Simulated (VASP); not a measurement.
# SiN with LDA: from relaxation to properties, part 2 of 7

What structure does SiN take at this level, and what are its properties? The cell is invented: it takes the structure of a Materials Project entry for ZrN (space group 164 there), with some of its atoms replaced by other elements, volume scaled by an estimate. It may not be a known or stable phase.

VASP 6.6.1, plane waves and PAW; the level of theory is named at each step.

So far. Step 2 (Rough relaxation of the start cell): It ends with a largest force of 0.014 eV/Å and a pressure of 0.03 GPa.

## (3) Relaxing cell and atoms (LDA)

Level of this step: LDA; plane waves and PAW (Si, N); invented cell (VASP).

Properties are meant for the cell that this level of theory prefers, so cell and atoms are relaxed first (ISIF = 3) until forces and stress are small; EDIFFG sets the threshold.

The input, INCAR:

```
SYSTEM = SiN
PREC = Accurate
ENCUT = 520
EDIFF = 1E-06
NELM = 100
ISMEAR = 0
SIGMA = 0.05
LREAL = .FALSE.
ALGO = Normal
GGA = CA
NBANDS = 15
LORBIT = 11
LWAVE = .FALSE.
LCHARG = .FALSE.
KPAR = 2
IBRION = 2
NSW = 60
ISIF = 3
EDIFFG = -0.01
```

The input, POSCAR:

```
SiN
1.0
    2.7263738600      0.0000000000      0.0000000000
   -1.3631869300      2.3611090200      0.0000000000
    0.0000000000      0.0000000000      5.2173427500
Si N
2 2
Direct
    0.6666666670      0.3333333330      0.7500000000
    0.3333333330      0.6666666670      0.2500000000
    0.0000000000      0.0000000000      0.0000000000
    0.0000000000      0.0000000000      0.5000000000
```

The input, KPOINTS:

```
Automatic mesh
0
Gamma
11 11 5
0 0 0
```

The projector-augmented-wave data sets are Si and N (LDA family, release 64).

The cell reached was symmetrised within 0.01 Å before this step, which raises the operations from 12 to 24, which the run then keeps.

Command:

```sh
$ mpirun -np 2 vasp_std
```

The program printed:

```text
[... set-up lines as in an earlier step ...]
 entering main loop
       N       E                     dE             d eps       ncg     rms          rms(c)
DAV:   1     0.382082488728E+02    0.38208E+02   -0.89112E+03  1440   0.113E+03
DAV:   2    -0.293747110987E+02   -0.67583E+02   -0.63878E+02  1924   0.188E+02
DAV:   3    -0.316579310360E+02   -0.22832E+01   -0.22693E+01  1965   0.347E+01
DAV:   4    -0.316693101153E+02   -0.11379E-01   -0.11377E-01  1727   0.282E+00
DAV:   5    -0.316694094069E+02   -0.99292E-04   -0.99266E-04  2000   0.230E-01    0.107E+01
DAV:   6    -0.294494988558E+02    0.22199E+01   -0.71146E+00  1748   0.191E+01    0.528E+00
DAV:   7    -0.294456672007E+02    0.38317E-02   -0.37007E-01  1699   0.447E+00    0.245E+00
DAV:   8    -0.294262637084E+02    0.19403E-01   -0.28156E-02  1839   0.139E+00    0.673E-01
DAV:   9    -0.294234050627E+02    0.28586E-02   -0.32093E-03  1867   0.439E-01    0.896E-02
DAV:  10    -0.294234163659E+02   -0.11303E-04   -0.21803E-04  1895   0.109E-01    0.465E-02
DAV:  11    -0.294234171516E+02   -0.78576E-06   -0.26890E-06  1929   0.137E-02
   1 F= -.29423417E+02 E0= -.29421814E+02  d E =-.294234E+02
 curvature:   0.00 expect dE= 0.000E+00 dE for cont linesearch  0.000E+00
 trial: gam= 0.00000 g(F)=  0.334E-47 g(S)=  0.925E-02 ort = 0.000E+00 (trialstep = 0.100E+01)
 search vector abs. value=  0.925E-02
 bond charge predicted
       N       E                     dE             d eps       ncg     rms          rms(c)
DAV:   1    -0.294344650099E+02   -0.11049E-01   -0.30288E-01  1783   0.453E+00    0.509E-01
DAV:   2    -0.294302707155E+02    0.41943E-02   -0.85866E-03  1804   0.739E-01    0.230E-01
DAV:   3    -0.294293937136E+02    0.87700E-03   -0.12095E-03  1867   0.249E-01    0.856E-02
DAV:   4    -0.294292501889E+02    0.14352E-03   -0.23155E-04  1923   0.110E-01    0.163E-02
DAV:   5    -0.294292479259E+02    0.22630E-05   -0.17362E-05  1825   0.320E-02    0.963E-03
DAV:   6    -0.294292476692E+02    0.25673E-06   -0.73112E-07  1196   0.645E-03
   2 F= -.29429248E+02 E0= -.29428231E+02  d E =-.583052E-02
 trial-energy change:   -0.005831  1 .order   -0.004320   -0.009248    0.000608
 step:   0.9674(harm=  0.9383)  dis= 0.00000  next Energy=   -29.429258 (dE=-0.584E-02)
 bond charge predicted
       N       E                     dE             d eps       ncg     rms          rms(c)
DAV:   1    -0.294292638948E+02   -0.15969E-04   -0.31923E-04  1741   0.147E-01    0.165E-02
DAV:   2    -0.294292591149E+02    0.47799E-05   -0.97295E-06  1818   0.247E-02    0.733E-03
DAV:   3    -0.294292581263E+02    0.98860E-06   -0.13492E-06  1182   0.849E-03
   3 F= -.29429258E+02 E0= -.29428229E+02  d E =-.584097E-02
 curvature:  -0.37 expect dE=-0.532E-05 dE for cont linesearch -0.196E-06
 trial: gam= 0.00920 g(F)=  0.152E-47 g(S)=  0.146E-04 ort =-0.705E-04 (trialstep = 0.993E+00)
 search vector abs. value=  0.141E-04
 reached required accuracy - stopping structural energy minimisation
```

Wall time 7.6 s (2 MPI ranks of Intel Xeon 6975P-C (Granite Rapids), shared host); peak memory 0.25 GiB.

OUTCAR, selected parts (step 3):

```text
  LATTYP: Found a hexagonal cell.
 ALAT       =     2.7263738600
 C/A-ratio  =     1.9136563868

 Subroutine GETGRP returns: Found 24 space group operations
 (whereof 12 operations were pure point group operations)

The static configuration has the point symmetry D_3d.
 The point group associated with its full space group is D_6h.

 Found     48 irreducible k-points:

   k-points           NKPTS =     48   k-points in BZ     NKDIM =     48   number of bands    NBANDS=     15

   dimension x,y,z NGX =    20 NGY =   20 NGZ =   40
   dimension x,y,z NGXF=    40 NGYF=   40 NGZF=   80

   ENCUT  =  520.0 eV  38.22 Ry    6.18 a.u.   5.07  5.07  9.70*2*pi/ulx,y,z

   NELECT =      18.0000    total number of electrons

 E-fermi :  13.6297

 k-point     1 :       0.0000    0.0000    0.0000
  band No.  band energies     occupation
    ...
      5       9.8230      2.00000
      6       9.8230      2.00000
      7      11.0119      2.00000
      8      11.0119      2.00000
      9      11.6026      2.00000
     10      17.9275      0.00000
     11      18.7096      0.00000
     12      19.3128      0.00000
     13      20.0148      0.00000
     14      20.0148      0.00000
    ...

 k-point     2 :       0.0909    0.0000    0.0000
  band No.  band energies     occupation
    ...
      5       8.6773      2.00000
      6       9.6105      2.00000
      7      10.3047      2.00000
      8      10.8580      2.00000
      9      12.1973      2.00000
     10      17.0066      0.00000
     11      18.9508      0.00000
     12      19.2697      0.00000
     13      19.9146      0.00000
     14      20.2459      0.00000
    ...

  Total       -0.0087736     -0.0087736     -0.0324613      0.0000000      0.0000000      0.0000000
  in kB       -0.4214354     -0.4214354     -1.5592619      0.0000000      0.0000000      0.0000000
  external PRESSURE =      -0.8007109 kB  Pullay stress =       0.0000000 kB

  energy-cutoff  :      520.00
  volume of cell :       33.35
      direct lattice vectors                 reciprocal lattice vectors
     2.709670074  0.000000000  0.000000000     0.369048619  0.213070320 -0.000000000
    -1.354835037  2.346643117 -0.000000000    -0.000000000  0.426140640 -0.000000000
     0.000000000  0.000000000  5.245582882    -0.000000000  0.000000000  0.190636584

 POSITION                                       TOTAL-FORCE (eV/Angst)
 -----------------------------------------------------------------------------------
      1.35484      0.78221      3.93419        -0.000000      0.000000      0.000000
     -0.00000      1.56443      1.31140         0.000000     -0.000000     -0.000000
      0.00000      0.00000      0.00000         0.000000      0.000000      0.000000
      0.00000      0.00000      2.62279        -0.000000      0.000000      0.000000
 -----------------------------------------------------------------------------------
    total drift:                               -0.000000      0.000000     -0.000000

  FREE ENERGIE OF THE ION-ELECTRON SYSTEM (eV)
  ---------------------------------------------------
  free  energy   TOTEN  =       -29.4292581263 eV

  energy  without entropy=      -29.4271992991  energy(sigma->0) =      -29.42822871

 total charge
# of ion       s       p       d       tot
------------------------------------------
    1        0.757   0.752   0.000   1.509
    2        0.757   0.752   0.000   1.509
    3        1.240   2.479   0.000   3.719
    4        1.240   2.479   0.000   3.719
--------------------------------------------------
tot          3.993   6.462   0.000  10.455

[... 1 part as in an earlier step ...]

[... 7 further parts left out ...]
```

The run keeps the 24 symmetry operations of its start, so it cannot find a distortion of lower symmetry.

Step by step:

| step | energy less that of the first step (eV) | largest force (eV/Å) | pressure (GPa) | volume (Å³) |
| --- | --- | --- | --- | --- |
| 1 | 0.0000 | 0.0000 | -0.93 | 33.59 |
| 2 | -0.0058 | 0.0000 | -0.06 | 33.35 |
| 3 | -0.0058 | 0.0000 | -0.08 | 33.35 |

| conventional cell, symmetrised | before | after | change |
| --- | --- | --- | --- |
| a (Å) | 2.726 | 2.710 | -0.6 % |
| b (Å) | 2.726 | 2.710 | -0.6 % |
| c (Å) | 5.217 | 5.246 | +0.5 % |
| volume (Å³/atom) | 8.40 | 8.34 | -0.7 % |

The relaxed structure:

```xyz
4
Lattice="2.7097 0.0000 0.0000 -1.3548 2.3466 0.0000 0.0000 0.0000 5.2456" Properties=species:S:1:pos:R:3 pbc="T T T"
Si    1.3548    0.7822    3.9342
Si    0.0000    1.5644    1.3114
N     0.0000    0.0000    0.0000
N     0.0000    0.0000    2.6228
```

This step gave:

```yaml
irreducible_k_points: 48
symmetry_operations: 24
free_energy_toten: -29.43 eV
energy_at_zero_smearing: -29.43 eV
fermi_energy: 13.63 eV
pressure: -0.08007 GPa
scf_cycles_over_all_ionic_steps: 20
```

It ends with forces that vanish by symmetry and a pressure of -0.08 GPa.

## (4) Single point with fields (LDA)

A single point on the relaxed cell gives a clean self-consistent state, with density, ELF and potential written out.

INCAR: that of step 3 with these lines changed.

```diff
@@ -13,7 +13,5 @@
 LWAVE = .FALSE.
-LCHARG = .FALSE.
-KPAR = 2
-IBRION = 2
-NSW = 60
-ISIF = 3
-EDIFFG = -0.01
+LCHARG = .TRUE.
+ISIF = 2
+LELF = .TRUE.
+LVHAR = .TRUE.
```

The input, POSCAR:

```
SiN
1.0
    2.7096700738      0.0000000000      0.0000000000
   -1.3548350369      2.3466431169      0.0000000000
    0.0000000000      0.0000000000      5.2455828820
Si N
2 2
Direct
    0.6666666670      0.3333333330      0.7500000000
    0.3333333330      0.6666666670      0.2500000000
    0.0000000000      0.0000000000      0.0000000000
    0.0000000000      0.0000000000      0.5000000000
```

KPOINTS is that of step 3.

Command:

```sh
$ mpirun -np 2 vasp_std
```

The program printed:

```text
[banner, memory and clock lines left out]
running    2 mpi-ranks, on    1 nodes
 distrk:  each k-point on    2 cores,    1 groups
 distr:  one band on    1 cores,    2 groups

 POSCAR found type information on POSCAR SiN
 POSCAR found :  2 types and       4 ions
 LDA part: xc-table for (Slater(with rela. corr.)+CA(PZ))
 , standard interpolation
|                                                                             |
|           W    W    AA    RRRRR   N    N  II  N    N   GGGG   !!!           |
|           W    W   A  A   R    R  NN   N  II  NN   N  G    G  !!!           |
|           W    W  A    A  R    R  N N  N  II  N N  N  G       !!!           |
|           W WW W  AAAAAA  RRRRR   N  N N  II  N  N N  G  GGG   !            |
|           WW  WW  A    A  R   R   N   NN  II  N   NN  G    G                |
|           W    W  A    A  R    R  N    N  II  N    N   GGGG   !!!           |
|                                                                             |
|     The number of bands has been changed from the values supplied in        |
|     The orbitals not found in the WAVECAR file will be initialized with     |
|     random numbers, which is usually adequate. For correlated               |
|     calculations, however, you should redo the groundstate calculation.     |
|     I found NBANDS = 15. Now, NBANDS = 16.                                  |
|                                                                             |

 POSCAR, INCAR and KPOINTS ok, starting setup
 FFT: planning ... GRIDC
 FFT: planning ... GRID_SOFT
 FFT: planning ... GRID
 WAVECAR not read
 entering main loop
       N       E                     dE             d eps       ncg     rms          rms(c)
DAV:   1     0.360132175169E+02    0.36013E+02   -0.90415E+03  1536   0.107E+03
DAV:   2    -0.295433569621E+02   -0.65557E+02   -0.62079E+02  2104   0.180E+02
DAV:   3    -0.316601589305E+02   -0.21168E+01   -0.21083E+01  2056   0.318E+01
DAV:   4    -0.316691734113E+02   -0.90145E-02   -0.90105E-02  1944   0.240E+00
DAV:   5    -0.316692437302E+02   -0.70319E-04   -0.70315E-04  2024   0.188E-01    0.107E+01
DAV:   6    -0.294486225318E+02    0.22206E+01   -0.59172E+00  1976   0.178E+01    0.532E+00
DAV:   7    -0.294517234261E+02   -0.31009E-02   -0.41739E-01  1784   0.438E+00    0.245E+00
DAV:   8    -0.294321986051E+02    0.19525E-01   -0.29486E-02  2000   0.136E+00    0.703E-01
DAV:   9    -0.294290686303E+02    0.31300E-02   -0.30628E-03  2032   0.434E-01    0.879E-02
DAV:  10    -0.294290846355E+02   -0.16005E-04   -0.25809E-04  1936   0.108E-01    0.520E-02
DAV:  11    -0.294290838566E+02    0.77889E-06   -0.30515E-06  2088   0.140E-02
   1 F= -.29429084E+02 E0= -.29428054E+02  d E =-.205893E-02
```

Run time: 4.8 s. Hardware: 2 MPI ranks; peak memory 0.22 GiB.

Parts of OUTCAR (step 4):

```text
  LATTYP: Found a hexagonal cell.
 ALAT       =     2.7096700738
 C/A-ratio  =     1.9358751210

 Found     48 irreducible k-points:

   k-points           NKPTS =     48   k-points in BZ     NKDIM =     48   number of bands    NBANDS=     16

   ENCUT  =  520.0 eV  38.22 Ry    6.18 a.u.   5.04  5.04  9.75*2*pi/ulx,y,z

   NELECT =      18.0000    total number of electrons

 E-fermi :  13.6299

 k-point     1 :       0.0000    0.0000    0.0000
  band No.  band energies     occupation
    ...
      5       9.8232      2.00000
      6       9.8232      2.00000
      7      11.0121      2.00000
      8      11.0121      2.00000
      9      11.6029      2.00000
     10      17.9279      0.00000
     11      18.7099      0.00000
     12      19.3128      0.00000
     13      20.0150      0.00000
     14      20.0150      0.00000
    ...

 k-point     2 :       0.0909    0.0000    0.0000
  band No.  band energies     occupation
    ...
      5       8.6775      2.00000
      6       9.6107      2.00000
      7      10.3048      2.00000
      8      10.8582      2.00000
      9      12.1976      2.00000
     10      17.0068      0.00000
     11      18.9510      0.00000
     12      19.2699      0.00000
     13      19.9147      0.00000
     14      20.2462      0.00000
    ...

  Total       -0.0198792     -0.0198792     -0.0367501      0.0000000     -0.0000000      0.0000000
  in kB       -0.9548887     -0.9548887     -1.7652754      0.0000000     -0.0000000      0.0000000
  external PRESSURE =      -1.2250176 kB  Pullay stress =       0.0000000 kB

  energy-cutoff  :      520.00
  volume of cell :       33.35
      direct lattice vectors                 reciprocal lattice vectors
     2.709670074  0.000000000  0.000000000     0.369048619  0.213070320  0.000000000
    -1.354835037  2.346643117  0.000000000     0.000000000  0.426140640  0.000000000
     0.000000000  0.000000000  5.245582882     0.000000000  0.000000000  0.190636584

 POSITION                                       TOTAL-FORCE (eV/Angst)
 -----------------------------------------------------------------------------------
      1.35484      0.78221      3.93419         0.000000      0.000000      0.000000
     -0.00000      1.56443      1.31140        -0.000000     -0.000000      0.000000
      0.00000      0.00000      0.00000         0.000000      0.000000      0.000000
      0.00000      0.00000      2.62279        -0.000000      0.000000      0.000000
 -----------------------------------------------------------------------------------
    total drift:                               -0.000000      0.000000     -0.000000

  FREE ENERGIE OF THE ION-ELECTRON SYSTEM (eV)
  ---------------------------------------------------
  free  energy   TOTEN  =       -29.4290838566 eV

  energy  without entropy=      -29.4270249296  energy(sigma->0) =      -29.42805439

 total charge
# of ion       s       p       d       tot
------------------------------------------
    1        0.757   0.752   0.000   1.509
    2        0.757   0.752   0.000   1.509
    3        1.240   2.479   0.000   3.719
    4        1.240   2.479   0.000   3.719
--------------------------------------------------
tot          3.993   6.461   0.000  10.455

[... 5 parts as in an earlier step ...]

[... 5 further parts left out ...]
```

This step gave:

| Property | Result |
| --- | --- |
| SCF cycles | 11 |
| bands | 16 |
| pressure | -0.1225 GPa |

Valence electrons inside each PAW sphere by angular momentum. Sphere charges, by row:

| atom | s (e) | p (e) | d (e) | tot (e) |
| --- | --- | --- | --- | --- |
| Si1 | 0.757 | 0.752 | 0 | 1.509 |
| Si2 | 0.757 | 0.752 | 0 | 1.509 |
| N3 | 1.24 | 2.479 | 0 | 3.719 |
| N4 | 1.24 | 2.479 | 0 | 3.719 |

ELF in the ac plane at fractional y = 0.000, with atoms of N within 0.2 Å of it. It is the smooth field of the valence electrons, not physical close to the nuclei.

Ten even steps from '0' (0.06) to '9' (0.81):
```
25899520259985
78998521258998
99997533357999
77776554556777
33445665665443
01134666664311
00124566654210
22235666665322
65555655565555
89887544457889
89998532358999
56998521258996
03899510159983
03899510159983
56998521258996
89998532358999
89887544457889
65555655565555
22235666665322
00124566654210
01134666664311
33445665665443
77776554556777
99997533357999
78998521258998
25899520259985
02899510159982
```
Columns run along a (2.7 Å), rows up along c (5.2 Å). Atoms in or near the plane, at fractional coordinates: N at (0.00, 0.00), N at (0.00, 0.50).

Valence density in the ac plane at fractional y = 0.000, with atoms of N within 0.2 Å of it. It is the smooth field of the valence electrons, not physical close to the nuclei.

Ten even steps from '_' (0.2 e/Å³) to '@' (3.6 e/Å³):
```
@@@@##--..__________..--##@@
####++::..__________..::++##
==--::....__________....::--
........______________......
____________________________
____________________________
____________________________
____________________________
....______________________..
::::....______________....::
**++--::..__________..::--++
@@%%**--..__________..--**%%
@@@@%%==..__________..==%%@@
@@@@%%==..__________..==%%@@
@@%%**--..__________..--**%%
**++--::..__________..::--++
::::....______________....::
....______________________..
____________________________
____________________________
____________________________
____________________________
........______________......
==--::....__________....::--
####++::..__________..::++##
@@@@##--..__________..--##@@
@@@@%%==..__________..==%%@@
```
Columns run along a (2.7 Å), rows up along c (5.2 Å). Atoms in or near the plane, at fractional coordinates: N at (0.00, 0.00), N at (0.00, 0.50).

Electrostatic potential energy in the ac plane at fractional y = 0.000, with atoms of N within 0.2 Å of it. With pseudopotentials it is smooth inside the atoms' cores, unlike the true potential.

Ten even steps from '_' (-54 eV) to '@' (-2 eV):
```
..____**@@@@@@@@@@@@@@**____
____==%%@@@@@@@@@@@@@@%%==__
++**%%@@@@@@@@@@@@@@@@@@%%**
@@@@@@@@@@%%%%%%%%%%@@@@@@@@
@@@@@@@@%%%%######%%%%@@@@@@
@@@@@@@@%%##******##%%@@@@@@
@@@@@@@@%%##******##%%@@@@@@
@@@@@@@@%%%%##**##%%%%@@@@@@
@@@@@@@@%%%%%%%%%%%%@@@@@@@@
##%%@@@@@@@@%%%%%%@@@@@@@@%%
..--**@@@@@@@@@@@@@@@@@@**--
____..##@@@@@@@@@@@@@@##..__
--..__++@@@@@@@@@@@@@@++__..
--..__++@@@@@@@@@@@@@@++__..
____..##@@@@@@@@@@@@@@##..__
..--**@@@@@@@@@@@@@@@@@@**--
##%%@@@@@@@@%%%%%%@@@@@@@@%%
@@@@@@@@@@%%%%%%%%%%%%@@@@@@
@@@@@@@@%%%%##**##%%%%@@@@@@
@@@@@@@@%%##******##%%@@@@@@
@@@@@@@@%%##******##%%@@@@@@
@@@@@@@@%%%%######%%%%@@@@@@
@@@@@@@@@@%%%%%%%%%%@@@@@@@@
++**%%@@@@@@@@@@@@@@@@@@%%**
____==%%@@@@@@@@@@@@@@%%==__
..____**@@@@@@@@@@@@@@**____
--..__++@@@@@@@@@@@@@@++__..
```
Columns run along a (2.7 Å; values clipped at the 3rd and 97th percentile), rows up along c (5.2 Å). Atoms in or near the plane, at fractional coordinates: N at (0.00, 0.00), N at (0.00, 0.50).

In this run the pressure is -0.12 GPa, small enough to go on.

(Continued in part 3 of 7.)

[Lines on the potential files, build, host, timing and source positions are cut from VASP's logs without a mark.]

[Logs are printed without paths, hosts, clocks, repeated set-up lines and the standing remarks that a program may print on its own settings, such as how far it seeks lower states.]

[Hosts, paths, dates, database ids (printed as entryN), source tags and the programs' standing remarks are cut or masked in the printed files.]

[A measured line is paired with the nearest computed mode of its activity, which favours agreement.]
